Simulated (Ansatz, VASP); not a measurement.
# Cross-check of TiC between VASP and Ansatz

Aim: how closely do two programs agree when they are given the same cell, functional and k mesh? The cell is taken from a series of runs on this material, whose earlier steps may have relaxed, scaled, displaced or heated it; both programs get it as it stands.

Main program and level: Ansatz 0.2.0; plane waves, with VASP 6.6.1 beside it; zone-centre phonons at PBEsol.

## Step 1: The structure

The structure is cubic, space group Fm-3m (No. 225). The conventional cell has a = 4.145 Å, b = 4.145 Å, c = 4.145 Å, α = 90.00°, β = 90.00°, γ = 90.00°. Nearest to C lie 6 Ti at 2.07 Å. Nearest to Ti lie 6 C at 2.07 Å. Farther neighbours are not listed.

## Step 2: VASP: zone-centre phonons, PBEsol, pair 1

Second derivatives magnify differences that forces hide, and they need a tight electronic threshold.

Lines of VASP's logs that name or quote its potential files are left out, and so is its time.

Input file INCAR:

```
SYSTEM = TiC
PREC = Accurate
ENCUT = 600
EDIFF = 1E-08
NELM = 120
ISMEAR = 1
SIGMA = 0.2
LREAL = .FALSE.
ALGO = Normal
GGA = PS
NBANDS = 14
LASPH = .TRUE.
LORBIT = 11
LWAVE = .FALSE.
LCHARG = .FALSE.
ISIF = 2
IBRION = 8
GGA_COMPAT = .FALSE.
KPAR = 2
```

Input file POSCAR:

```
TiC
1.0
    0.0000000000      2.0723682384      2.0723682384
    2.0723682384      0.0000000000      2.0723682384
    2.0723682384      2.0723682384      0.0000000000
C Ti
1 1
Direct
    0.5000000000      0.5000000000      0.5000000000
    0.0000000000      0.0000000000      0.0000000000
```

Input file KPOINTS:

```
Automatic mesh
0
Gamma
16 16 16
0 0 0
```

Potentials, in the order of the species: C and Ti_sv (PBE family, release 64).

Command:

```
$ mpirun -np 2 vasp_std
```

Numbers of over 12 decimals in the logs are rounded to 6 here.

Output:

```text
[banner, memory and clock lines left out]
running    2 mpi-ranks, on    1 nodes
 distrk:  each k-point on    1 cores,    2 groups
 distr:  one band on    1 cores,    1 groups

 POSCAR found type information on POSCAR C Ti
 POSCAR found :  2 types and       2 ions
|                                                                             |
|               ----> ADVICE to this user running VASP <----                  |
|                                                                             |
|     You enforced a specific xc type in the INCAR file but a different       |
|     [... a line on the potential file left out ...]
|     I HOPE YOU KNOW WHAT YOU ARE DOING!                                     |
|                                                                             |

 LDA part: xc-table for (Slater+PW92), standard interpolation
 POSCAR, INCAR and KPOINTS ok, starting setup
 FFT: planning ... GRIDC
 FFT: planning ... GRID_SOFT
 FFT: planning ... GRID
 WAVECAR not read
 entering main loop
       N       E                     dE             d eps       ncg     rms          rms(c)
DAV:   1     0.126451076568E+03    0.12645E+03   -0.88408E+03  4084   0.155E+03
DAV:   2    -0.163628339929E+02   -0.14281E+03   -0.13444E+03  4300   0.376E+02
DAV:   3    -0.243252433028E+02   -0.79624E+01   -0.77938E+01  5180   0.861E+01
DAV:   4    -0.246535557255E+02   -0.32831E+00   -0.32805E+00  5096   0.162E+01
DAV:   5    -0.246632008857E+02   -0.96452E-02   -0.96449E-02  5314   0.224E+00    0.218E+01
DAV:   6    -0.199183082055E+02    0.47449E+01   -0.11198E+01  5792   0.608E+01    0.649E+00
DAV:   7    -0.196093215182E+02    0.30899E+00   -0.15557E+00  4888   0.188E+01    0.630E+00
DAV:   8    -0.195961317783E+02    0.13190E-01   -0.14905E-01  4692   0.542E+00    0.153E+00
DAV:   9    -0.196037267113E+02   -0.75949E-02   -0.37950E-02  5314   0.158E+00    0.968E-01
DAV:  10    -0.196017237747E+02    0.20029E-02   -0.54592E-03  4916   0.110E+00    0.610E-01
DAV:  11    -0.196010054312E+02    0.71834E-03   -0.21208E-03  4636   0.667E-01    0.480E-02
DAV:  12    -0.196009881290E+02    0.17302E-04   -0.88975E-05  4498   0.143E-01    0.213E-02
DAV:  13    -0.196009810805E+02    0.70485E-05   -0.12918E-05  5306   0.525E-02    0.185E-02
DAV:  14    -0.196009794558E+02    0.16246E-05   -0.73965E-06  4354   0.405E-02    0.424E-03
DAV:  15    -0.196009795281E+02   -0.72275E-07   -0.27140E-07  4466   0.732E-03    0.142E-03
DAV:  16    -0.196009795099E+02    0.18151E-07   -0.50842E-08  5892   0.200E-03    0.701E-04
DAV:  17    -0.196009795070E+02    0.29584E-08   -0.94234E-10  2462   0.324E-04
   1 F= -.19600980E+02 E0= -.19600914E+02  d E =-.195324E-03
 Linear response reoptimize wavefunctions to high precision
DAV:   1    -0.196009794668E+02    0.40161E-07   -0.20538E-09  4168   0.464E-04
DAV:   2    -0.196009794668E+02   -0.95497E-11   -0.32255E-11  2306   0.590E-05
 Linear response DOF=           2
 Linear response progress:
  Degree of freedom:   1/  2
       N       E                     dE             d eps       ncg     rms          rms(c)
RMM:   1    -0.128623652378E+00   -0.12862E+00   -0.60602E-02 20681   0.252E+00
RMM:   2    -0.118028547018E+00    0.10595E-01   -0.62836E-03 19128   0.620E-01    0.154E-01
RMM:   3    -0.118710131063E+00   -0.68158E-03   -0.23013E-03 19854   0.266E-01    0.708E-02
RMM:   4    -0.119802095867E+00   -0.10920E-02   -0.79894E-04 20279   0.159E-01    0.153E-02
RMM:   5    -0.119961208017E+00   -0.15911E-03   -0.17487E-04 22781   0.644E-02    0.303E-03
RMM:   6    -0.119942591006E+00    0.18617E-04   -0.21990E-05 22147   0.266E-02    0.137E-03
RMM:   7    -0.119947372328E+00   -0.47813E-05   -0.52727E-06 22986   0.127E-02    0.514E-04
RMM:   8    -0.119948894396E+00   -0.15221E-05   -0.10029E-06 22750   0.629E-03    0.317E-04
RMM:   9    -0.119948092366E+00    0.80203E-06    0.12931E-07 22868   0.336E-03    0.123E-04
RMM:  10    -0.119947788286E+00    0.30408E-06   -0.51928E-07 22889   0.177E-03    0.729E-05
RMM:  11    -0.119947921548E+00   -0.13326E-06   -0.18851E-07 22362   0.951E-04    0.662E-05
RMM:  12    -0.119947935671E+00   -0.14122E-07   -0.99051E-08 22975   0.509E-04    0.337E-05
RMM:  13    -0.119947940736E+00   -0.50658E-08   -0.16492E-07 22848   0.290E-04    0.988E-06
RMM:  14    -0.119947939520E+00    0.12165E-08   -0.74450E-08 23149   0.161E-04    0.174E-05
 first order change of Fermi-energy   0.27363E-03
 force on displaced ion       1 direction 1 : -14.923   0.000   0.000
 Linear response progress:
  Degree of freedom:   2/  2
       N       E                     dE             d eps       ncg     rms          rms(c)
RMM:   1    -0.669847957335E+00   -0.66985E+00    0.67333E+00  9864   0.136E+02
RMM:   2    -0.636600455155E+00    0.33248E-01   -0.24245E-01 16556   0.508E+00    0.256E-01
RMM:   3    -0.635790336030E+00    0.81012E-03   -0.19556E-02 19497   0.122E+00    0.128E-01
RMM:   4    -0.635240993172E+00    0.54934E-03   -0.76225E-03 21410   0.535E-01    0.211E-02
RMM:   5    -0.635866972526E+00   -0.62598E-03   -0.12100E-03 22787   0.208E-01    0.106E-02
RMM:   6    -0.636233225182E+00   -0.36625E-03   -0.32178E-04 22274   0.917E-02    0.645E-03
RMM:   7    -0.636703660655E+00   -0.47044E-03   -0.79899E-05 20358   0.488E-02    0.589E-03
RMM:   8    -0.636580488427E+00    0.12317E-03   -0.41500E-05 21783   0.254E-02    0.456E-04
RMM:   9    -0.636570669118E+00    0.98193E-05   -0.25948E-05 23200   0.140E-02    0.763E-04
RMM:  10    -0.636599715206E+00   -0.29046E-04   -0.19889E-05 21950   0.843E-03    0.101E-04
RMM:  11    -0.636604722020E+00   -0.50068E-05   -0.13810E-05 23605   0.549E-03    0.718E-05
RMM:  12    -0.636607243651E+00   -0.25216E-05   -0.11674E-05 22748   0.383E-03    0.643E-05
RMM:  13    -0.636610220668E+00   -0.29770E-05   -0.81815E-06 22311   0.291E-03    0.158E-05
RMM:  14    -0.636611354122E+00   -0.11335E-05   -0.78348E-06 23171   0.226E-03    0.122E-05
[...]
RMM:  23    -0.636611838580E+00    0.53227E-07   -0.15085E-06 20758   0.602E-04    0.326E-05
RMM:  24    -0.636611860738E+00   -0.22158E-07   -0.15735E-06 18660   0.533E-04    0.403E-05
RMM:  25    -0.636611973219E+00   -0.11248E-06   -0.10833E-06 19470   0.472E-04    0.397E-05
RMM:  26    -0.636612252826E+00   -0.27961E-06   -0.11917E-06 23725   0.429E-04    0.321E-05
RMM:  27    -0.636612551601E+00   -0.29878E-06   -0.85576E-07 24693   0.388E-04    0.240E-05
RMM:  28    -0.636612729642E+00   -0.17804E-06   -0.91572E-07 22100   0.339E-04    0.218E-05
RMM:  29    -0.636612677919E+00    0.51723E-07   -0.66888E-07 21638   0.298E-04    0.229E-05
RMM:  30    -0.636612696697E+00   -0.18778E-07   -0.70230E-07 17160   0.265E-04    0.253E-05
 first order change of Fermi-energy  -0.13511E-04
 force on displaced ion       2 direction 1 : -14.923   0.000   0.000
 Linear response finished
```

From OUTCAR (step 2):

```text
ion  position               nearest neighbor table
   1  0.500  0.500  0.500-   2 2.07   2 2.07   2 2.07   2 2.07   2 2.07   2 2.07
   2  0.000  0.000  0.000-   1 2.07   1 2.07   1 2.07   1 2.07   1 2.07   1 2.07

  LATTYP: Found a face centered cubic cell.
 ALAT       =     4.1447364768

 Subroutine GETGRP returns: Found 48 space group operations
 (whereof 48 operations were pure point group operations)

The static configuration has the point symmetry O_h .

 Found    145 irreducible k-points:

   k-points           NKPTS =    145   k-points in BZ     NKDIM =    145   number of bands    NBANDS=     14

   dimension x,y,z NGX =    24 NGY =   24 NGZ =   24
   dimension x,y,z NGXF=    48 NGYF=   48 NGZF=   48

   ENCUT  =  600.0 eV  44.10 Ry    6.64 a.u.   5.85  5.85  5.85*2*pi/ulx,y,z

   NELECT =      16.0000    total number of electrons

 k-points in reciprocal lattice and weights: Automatic mesh
   0.00000000  0.00000000  0.00000000       0.000
   0.06250000  0.00000000  0.00000000       0.002
   0.12500000  0.00000000  0.00000000       0.002
   0.18750000  0.00000000  0.00000000       0.002
   0.25000000  0.00000000  0.00000000       0.002
   0.31250000  0.00000000  0.00000000       0.002
   0.37500000  0.00000000  0.00000000       0.002
   0.43750000  0.00000000  0.00000000       0.002
   0.50000000  0.00000000  0.00000000       0.001
[...]
-0.31250000  0.50000000  0.18750000       0.003
  -0.25000000  0.50000000  0.25000000       0.001

 average (electrostatic) potential at core
       1 -42.9264       2 -68.8279

  Total        3.8704892      3.8704892      3.8704892      0.0000000     -0.0000000      0.0000000
  in kB      348.3739446    348.3739446    348.3739446      0.0000000     -0.0000000      0.0000000
  external PRESSURE =     348.3739446 kB  Pullay stress =       0.0000000 kB

  energy-cutoff  :      600.00
  volume of cell :       17.80
      direct lattice vectors                 reciprocal lattice vectors
     0.000000000  2.072368238  2.072368238    -0.241269863  0.241269863  0.241269863
     2.072368238  0.000000000  2.072368238     0.241269863 -0.241269863  0.241269863
     2.072368238  2.072368238  0.000000000     0.241269863  0.241269863 -0.241269863

 POSITION                                       TOTAL-FORCE (eV/Angst)
 -----------------------------------------------------------------------------------
      2.07237      2.07237      2.07237        -0.000000      0.000000      0.000000
      0.00000      0.00000      0.00000         0.000000      0.000000     -0.000000
 -----------------------------------------------------------------------------------
    total drift:                                0.000000     -0.000000     -0.000000

 Eigenvectors and eigenvalues of the dynamical matrix
 ----------------------------------------------------

   1 f  =   19.489136 THz   122.453851 2PiTHz  650.087589 cm-1    80.600552 meV
             X         Y         Z           dx          dy          dz
      2.072368  2.072368  2.072368    -0.894118    0.000000    0.000000
      0.000000  0.000000  0.000000     0.447831    0.000000    0.000000

   2 f  =   19.489136 THz   122.453851 2PiTHz  650.087589 cm-1    80.600552 meV
             X         Y         Z           dx          dy          dz
      2.072368  2.072368  2.072368     0.000000    0.894118    0.000000
      0.000000  0.000000  0.000000    -0.000000   -0.447831    0.000000

   3 f  =   19.489136 THz   122.453851 2PiTHz  650.087589 cm-1    80.600552 meV
             X         Y         Z           dx          dy          dz
      2.072368  2.072368  2.072368     0.000000    0.000000    0.894118
      0.000000  0.000000  0.000000     0.000000    0.000000   -0.447831

   4 f/i=    0.000121 THz     0.000761 2PiTHz    0.004041 cm-1     0.000501 meV
             X         Y         Z           dx          dy          dz
      2.072368  2.072368  2.072368     0.000000    0.000000   -0.447831
      0.000000  0.000000  0.000000     0.000000    0.000000   -0.894118

   5 f/i=    0.000121 THz     0.000761 2PiTHz    0.004041 cm-1     0.000501 meV
             X         Y         Z           dx          dy          dz
      2.072368  2.072368  2.072368     0.447831    0.000000    0.000000
      0.000000  0.000000  0.000000     0.894118    0.000000    0.000000

   6 f/i=    0.000121 THz     0.000761 2PiTHz    0.004041 cm-1     0.000501 meV
             X         Y         Z           dx          dy          dz
      2.072368  2.072368  2.072368     0.000000   -0.447831    0.000000
      0.000000  0.000000  0.000000     0.000000   -0.894118    0.000000

 ELASTIC MODULI CONTR FROM IONIC RELAXATION (kBar)
 Direction    XX          YY          ZZ          XY          YZ          ZX
 --------------------------------------------------------------------------------
 XX           0.0000      0.0000      0.0000      0.0000      0.0000      0.0000
 YY           0.0000      0.0000      0.0000      0.0000      0.0000      0.0000
 ZZ           0.0000      0.0000      0.0000      0.0000      0.0000      0.0000
 XY           0.0000      0.0000      0.0000      0.0000      0.0000      0.0000
 YZ           0.0000      0.0000      0.0000      0.0000      0.0000      0.0000
 ZX           0.0000      0.0000      0.0000      0.0000      0.0000      0.0000
 --------------------------------------------------------------------------------
```

## Step 3: Ansatz: zone-centre phonons, PBEsol, pair 1

Ansatz runs on its PAW soft_1 files.

The same cell, functional, mesh and smearing now go to Ansatz, which takes its cutoff from its data sets.

Input file input.yaml:

```yaml
crystal:
  lattice:
    - [0.0, 2.0723682384, 2.0723682384]
    - [2.0723682384, 0.0, 2.0723682384]
    - [2.0723682384, 2.0723682384, 0.0]
  atoms:
    - { symbol: C, position: [0.5, 0.5, 0.5] }
    - { symbol: Ti, position: [0.0, 0.0, 0.0] }
kpoints:
  mp_grid: { grid: [16, 16, 16] }
hamiltonian:
  xc: pbesol
  pseudopotentials: { kind: paw, azcp: { folder: soft_1 }, xc_functional: pbe }
scf:
  occupations: { method: methfessel_paxton, width: 0.2 }
output:
  eigenvalues: true
phonons:
  method: dfpt
```

Command:

```
$ ansatz run input.yaml --threads 4 --pin off --max-ram 10240MiB --backend cpu --events-out ev --progress --plain --runs-dir out
```

Output:

```text
Engine: ansatz 0.2.0, x86_64-unknown-linux-gnu
Pseudopotentials: kind: paw
Pseudopotential: C, paw, valence charge 4, recommended cutoff 420 eV (normal), soft_1/C.paw.azcp
Pseudopotential: Ti, paw, valence charge 12, recommended cutoff 420 eV (normal), soft_1/Ti.paw.azcp
Functional definition: PBEsol
  exchange = pbesol_x
  correlation = pbesol_c
Crystal: 2 atoms, lattice volume = 17.800 Å³
Basis set: ecut = 420 eV, 331 PW (Γ), exchange–correlation on 40×40×40 points (8 copies of the dense FFT grid, shifted against one another)
Bands: 12, of which v1, the nominal top of the filled ones, is band 8 counted from 1 (7 counted from 0)
Symmetry: 48 space group operations
k-points: 349 of 4096 (irreducible under 8 space group operations, time reversal used)
Non-local potential: C, projectors of the file, l = 0: 2, l = 1: 2, l = 2: 1
Non-local potential: Ti, projectors of the file, l = 0: 3, l = 1: 2, l = 2: 3, l = 3: 1
PAW form: soft (Blöchl's): semilocal exchange-correlation on the pseudo side does not see the compensation charge
PAW frozen core: C, regenerated for the run's functional, and the local potential with it (the file was generated under x = pbe(κ = 0.804, μ = 0.219515), c = pbe(β = 0.066725))
PAW frozen core: Ti, regenerated for the run's functional, and the local potential with it (the file was generated under x = pbe(κ = 0.804, μ = 0.219515), c = pbe(β = 0.066725))
PAW one-centre angular grid: C, 110 points (default); XC on 64 Gauss nodes
PAW one-centre angular grid: Ti, 590 points (default); XC on 64 Gauss nodes
Initial density: superposition of atomic densities (chi_scale 0.1, normalization cell, long waves kept (reshape's long-wave potential 0.00 eV rms))
Initial wavefunctions: pseudopotential atomic-orbital guess
Functional: x = pbesol(κ = 0.804, μ = 0.123457), c = pbesol(β = 0.046)
SCF iter   1: F=—  HF=-2723.284023 eV  |F-HF|=—  |Δ(HF+E_count)|=         —  Δρ=1.50e-1  dr2=4.89e0  ethr=3.10e-3  ⟨swp⟩=4.4  Hψ=20679  notcnv=0
preconditioner: auto → none  [metal: Δε(μ)=0.075 eV  Ē_g=20.891 eV  σ=0.200 eV  W_gap=0.31  n_scr=8 (ndim 8)  ℏωp=32.9 eV  f_vac=0.000  D(μ)=0.25/eV (n_scr^D=0)  sad-step TF]
SCF iter   2: F=—  HF=-2722.764999 eV  |F-HF|=—  |Δ(HF+E_count)|=   5.19e-1  S|Δr|=    0.00e0  Δρ=1.06e-1  dr2=2.48e0  ethr=3.10e-3  ⟨swp⟩=2.0  Hψ=8147  notcnv=0
SCF iter   3: F=—  HF=-2722.230996 eV  |F-HF|=—  |Δ(HF+E_count)|=   5.34e-1  S|Δr|=    0.00e0  Δρ=9.07e-3  dr2=7.81e-3  ethr=3.10e-3  ⟨swp⟩=2.7  Hψ=8514  notcnv=0
SCF iter   4: F=—  HF=-2722.228001 eV  |F-HF|=—  |Δ(HF+E_count)|=   2.99e-3  S|Δr|=    0.00e0  Δρ=1.49e-3  dr2=1.08e-4  ethr=4.88e-5  ⟨swp⟩=2.2  Hψ=10137  notcnv=0
SCF iter   5: F=—  HF=-2722.228260 eV  |F-HF|=—  |Δ(HF+E_count)|=   2.59e-4  S|Δr|=    0.00e0  Δρ=3.42e-4  dr2=1.39e-5  ethr=6.74e-7  ⟨swp⟩=2.4  Hψ=5339  notcnv=0
SCF iter   6: F=—  HF=-2722.228260 eV  |F-HF|=—  |Δ(HF+E_count)|=   2.63e-7  S|Δr|=    0.00e0  Δρ=1.67e-5  dr2=3.28e-8  ethr=8.71e-8  ⟨swp⟩=2.5  Hψ=6829  notcnv=0
SCF iter   7: F=—  HF=-2722.228260 eV  |F-HF|=—  |Δ(HF+E_count)|=   4.14e-7  S|Δr|=    0.00e0  Δρ=1.72e-6  dr2=4.05e-10  ethr=2.05e-10  ⟨swp⟩=2.1  Hψ=6028  notcnv=0
SCF iter   8: F=-2722.228260 eV  HF=-2722.228260 eV  |F-HF|=9.55e-12  |Δ(HF+E_count)|=  2.23e-11  S|Δr|=    0.00e0  Δρ=2.49e-7  dr2=9.57e-12  ethr=1.00e-12  ⟨swp⟩=5.4  Hψ=15763  notcnv=0
SCF 1 converged in 8 iterations: F = -2722.228260 eV  dr2 = 9.57e-12
  greatest PAW one-centre occupation: 0.998 electrons in one spin orbital (limit 2), on the Ti atom at site 1 (counted from 0), in its partial waves of l = 0
DFPT response loops at Γ: preconditioner auto → Kerker (q_TF=auto, 2.680 Å⁻¹) (partly filled bands, converged f_vac=0.000); β = 1.00, the filter's whole step (`scf.mixing.beta` (0.50) is not read by the response loops under this deck's `scf.mixing.preconditioner`; to damp them name `kerker` or `kerker_dos`, under which they read `scf.mixing.beta`, and type it under 1.00, their step now; both keys bind the ground state too); Broyden in place of MSR1
SCF converged after 8 iterations
Stability not checked: this state was not tested for a lower state beside it, because cold or Methfessel-Paxton smearing, or corrected tetrahedra, fill the levels in a way that the test cannot read (fill_not_monotonic; see scf.lower_state_search)
Free energy (F): -2722.228260 eV
Harris-Foulkes:  -2722.228260 eV  (|F-HF|=9.55e-12)
Internal energy: -2722.228060 eV  (E = F + TS)
E sigma→0 (E₀):  -2722.228210 eV
Entropy (-TS):   -0.000200 eV (-0.100 meV/atom)
Fermi energy:    16.892058 eV
--- Per-component energies (eV) ---
  E_band       = -73.671965
  E_kinetic    = 374.228986
  E_local      = -750.125038  (includes V_loc(G=0)·N_el)
  E_nonlocal   = 85.917697
  E_hartree    = 302.843802
  E_xc         = -165.799279
  E_vxc        = -207.924805  (∫ρ·V_xc dr)
  E_paw        = -1113.430608  (= ΣΔE_a)
  E_vpaw       = -181.456439  (= ΣTr[D̂ρ^β])
  E_aug_tail   = -0.000078  (compensation charges beyond the density's cutoff)
  E_ewald      = -1456.024028
  E_core_change = 0.160485  (= ΣΔE_core)
  E_smearing   = -0.000200  (= −TS)
  E_closure    = 0.000000  (closes the sum)
  Σ components = -2722.228260   (vs F -2722.228260, Δ=0.00e0)
--- Band table (eV; the first three rows and the last of 349) ---
  k-point 0: bands = [... 4 lower, 3.9411, 17.5912, 17.5912, 17.5912, 18.7776, 18.7776, 18.7776, 18.9217]
  k-point 1: bands = [... 4 lower, 4.0468, 17.0975, 17.3853, 17.3853, 18.0418, 18.0418, 19.0665, 20.0210]
  k-point 2: bands = [... 4 lower, 4.3560, 16.1360, 16.5323, 16.5323, 18.1147, 18.1147, 19.4781, 21.2610]
  k-point 348: bands = [... 4 lower, 7.0671, 13.4997, 13.4997, 13.8651, 20.1606, 20.1606, 21.1311, 23.1307]
--- Phonons (Γ-DFPT): 2 representative perturbations + reference, on 349 of 4096 k-points (Σ response iterations 6) ---
  k mesh reduced under 8 symmetry operations, with k and −k counted as one. Each operation leaves every solved perturbation unchanged. A smaller set is not used because it would not reduce the number of displacements times k-points to solve
  ASR residual: 9.901e-5 → 0.000e0 eV/Å²; symmetrization residual: 8.735e-7 eV/Å²
  ASR residual per site (eV/Å²): 4.61e-5 9.90e-5
  Γ frequencies (cm⁻¹): 0.00 0.00 0.00 650.50 650.50 650.50
  non-analytic LO–TO correction: not included (Born effective charges unavailable; polar crystals: no LO–TO splitting at Γ)
```

## Step 4: Comparison

Known differences besides the potentials themselves: the cutoff is 420 eV in Ansatz and 600 eV in VASP; Ansatz makes its cores anew for this functional, VASP keeps those of its PBE data sets. Total energies have different zeros and are not compared.

Both answers:

```tsv
quantity	Ansatz	VASP	difference
optical mode 1 to 3 (cm⁻¹)	650.5	650.1	+0.06 %
```

Modes are paired by rising frequency, not by their patterns, so a pair may set unlike modes beside each other; they are those without the splitting of longitudinal modes.

[end of part 1 of 2]

[Lines on the potential files, build, host, timing and source positions are cut from VASP's logs without a mark.]

[Logs are printed without paths, hosts, clocks, repeated set-up lines and the standing remarks that a program may print on its own settings, such as how far it seeks lower states.]

[Hosts, paths, dates, database ids (printed as entryN), source tags and the programs' standing remarks are cut or masked in the printed files.]
